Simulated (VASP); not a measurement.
Method: PBE GGA with D4 dispersion, VASP's PBE PAW potentials (set 64) (plane waves; VASP).

The input files of a VASP run:

### INCAR
```
LASPH = .TRUE.
NELM = 100
ALGO = Normal   # blocked Davidson
ISMEAR = 0   # Gaussian
LMAXMIX = 4
GGA = PE   # PBE
SYSTEM = AgCl
LCHARG = .FALSE.
ISIF = 2   # forces and stress, cell fixed
SIGMA = 0.05   # width (eV)
LWAVE = .FALSE.
IVDW = 13   # D4
EDIFF = 1E-7
LREAL = .FALSE.   # projection in real space or not
ENCUT = 520
PREC = Accurate
```

File KPOINTS:
```
Automatic mesh
0
Gamma
8 8 8
0 0 0
```

### POSCAR
```
AgCl
1
    0.0000000000     2.8095058533     2.8095058533
    2.8095058533     0.0000000000     2.8095058533
    2.8095058533     2.8095058533     0.0000000000
Ag Cl
1 1
Direct
  0.0000000000   0.0000000000   0.0000000000
  0.5000000000   0.5000000000   0.5000000000
```

POTCAR, in this order: Ag Cl (PBE.64 set). Program: vasp_std.

What VASP printed:

**OSZICAR**
```
       N       E                     dE             d eps       ncg     rms          rms(c)
DAV:   1     0.104102767211E+03    0.10410E+03   -0.90246E+03   770   0.126E+03
DAV:   2    -0.937386262083E+00   -0.10504E+03   -0.98135E+02   879   0.257E+02
DAV:   3    -0.555548715430E+01   -0.46181E+01   -0.45992E+01   889   0.572E+01
DAV:   4    -0.559236855770E+01   -0.36881E-01   -0.36875E-01   829   0.574E+00
DAV:   5    -0.559289752441E+01   -0.52897E-03   -0.52896E-03   899   0.687E-01    0.575E+00
DAV:   6    -0.540542012543E+01    0.18748E+00   -0.33938E-01   836   0.791E+00    0.379E+00
DAV:   7    -0.540158214229E+01    0.38380E-02   -0.10353E-01   779   0.260E+00    0.192E+00
DAV:   8    -0.540096086216E+01    0.62128E-03   -0.58864E-03   784   0.959E-01    0.289E-01
DAV:   9    -0.540101224033E+01   -0.51378E-04   -0.72557E-04   829   0.410E-01    0.486E-02
DAV:  10    -0.540108679381E+01   -0.74553E-04   -0.13057E-04   774   0.113E-01    0.296E-02
DAV:  11    -0.540109307000E+01   -0.62762E-05   -0.59966E-06   839   0.224E-02    0.498E-03
DAV:  12    -0.540109311580E+01   -0.45808E-07   -0.30811E-07   879   0.737E-03
   1 F= -.60512902E+01 E0= -.60512902E+01  d E =-.104724E-12
```

File OUTCAR:
```
------------------------ aborting loop because EDIFF is reached ----------------------------------------
  Edisp (eV):   -0.65020
  FORCE on cell =-STRESS in cart. coord.  units (eV):
  Direction    XX          YY          ZZ          XY          YZ          ZX
  --------------------------------------------------------------------------------------
  Total      -0.69645    -0.69645    -0.69645     0.00000     0.00000    -0.00000
  in kB     -25.15827   -25.15827   -25.15827     0.00000     0.00000    -0.00000
  external pressure =      -25.16 kB  Pullay stress =        0.00 kB
  volume of cell :       44.35
      direct lattice vectors                 reciprocal lattice vectors
     0.000000000  2.809505853  2.809505853    -0.177967239  0.177967239  0.177967239
     2.809505853  0.000000000  2.809505853     0.177967239 -0.177967239  0.177967239
     2.809505853  2.809505853  0.000000000     0.177967239  0.177967239 -0.177967239
  FREE ENERGIE OF THE ION-ELECTRON SYSTEM (eV)
  ---------------------------------------------------
  free  energy   TOTEN  =        -6.0512901808 eV

  energy  without entropy=       -6.0512901808  energy(sigma->0) =       -6.05129018
```
(Selected blocks of OUTCAR.)

The compound is AgCl in the rock salt structure. This cell is one point of a volume scan, at 1.06 of the reference volume.
